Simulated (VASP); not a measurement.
Runs of VASP 6.6.1 on CeNiAsO. It takes space group P4/nmm (No. 129, tetragonal). Conventional cell: a = 4.015 Å, b = 4.015 Å, c = 7.907 Å, α = 90.00°, β = 90.00°, γ = 90.00°. Ce (site symmetry 4mm) is surrounded by 4 O at 2.35 Å. As (site symmetry 4mm) has 4 Ni at 2.33 Å as nearest neighbours. Around Ni (site symmetry -4m2) lie 4 As at 2.33 Å. O (site symmetry -4m2) has 4 Ce at 2.35 Å as nearest neighbours. The cell is a database's computed one.

| task | level | potentials or basis | spin | U | cell | cutoff (eV) | k mesh for the DOS | occupations for the DOS | gap on the mesh (eV) | pressure (GPa) | moment (μB) | relaxed volume (Å³/atom) | largest force (eV/Å) |
| --- | --- | --- | --- | --- | --- | --- | --- | --- | --- | --- | --- | --- | --- |
| relaxation of cell and atoms | LDA | VASP PAW LDA potentials, release 64 (Ce, As, Ni, O) | collinear, ferromagnetic start | - | relaxed | 600 | - | - | none | 0.1 | 0.00 | 14.92 | 0.01 |
| relaxation of cell and atoms | PBE | VASP PAW PBE potentials, release 64 (Ce, As, Ni, O) | collinear, ferromagnetic start | - | relaxed | 900 | - | - | none | 0.0 | 0.00 | 16.03 | - |
| relaxation of cell and atoms | PBE | VASP PAW PBE potentials, release 64 (Ce, As, Ni, O) | collinear, ferromagnetic start | - | relaxed | 600 | - | - | none | 0.0 | 0.00 | (b) | - |
| density of states | PBE | VASP PAW PBE potentials, release 64 (Ce, As, Ni, O) | collinear, antiferromagnetic start | - | as given | 520 | 8 × 8 × 5 | tetrahedron | - | - | 0.00 | - | - |
| relaxation of cell and atoms | revPBE | VASP PAW PBE potentials, release 64 (Ce, As, Ni, O) | collinear, ferromagnetic start | - | relaxed | 600 | - | - | none | 0.1 | 0.00 | 16.34 | 0.01 |
| relaxation of cell and atoms | RPBE | VASP PAW PBE potentials, release 64 (Ce, As, Ni, O) | collinear, ferromagnetic start | - | relaxed | 600 | - | - | none | 0.0 | 0.00 | (a) | 0.01 |
| density of states | PBE+U | VASP PAW PBE potentials, release 64 (Ce, As, Ni, O) | collinear, antiferromagnetic start | Ce f U = 3 eV, Ni d U = 3 eV | as given | 520 | 8 × 8 × 5 | tetrahedron | - | - | 0.00 | - | - |
| density of states | PBE+U | VASP PAW PBE potentials, release 64 (Ce, As, Ni, O) | collinear, antiferromagnetic start | Ce f U = 2 eV, Ni d U = 2 eV | as given | 520 | 8 × 8 × 5 | tetrahedron | - | - | 0.00 | - | - |

Alike in all rows: k mesh 5 × 5 × 3; smearing fermi-dirac 0.05 eV.

**Question.** Estimate the missing entries.

**Answer.** (a) 16.49; (b) 16.02.

Caveats: the magnetic or orbital state may not be the lowest; spin-orbit coupling is left out, which moves the levels of the heavy elements; without U or exact exchange the open f shell lies at the Fermi level, which spoils levels, moments and volumes (some runs); the PAW data sets were made with another functional, which shifts forces and pressure a little (some runs).

A k mesh can miss the band edges, and the runs leave out spin-orbit coupling on As, Ce.

A gap of «none» marks a metal or a gap under the smearing width.

Not every run made on this cell is shown here.
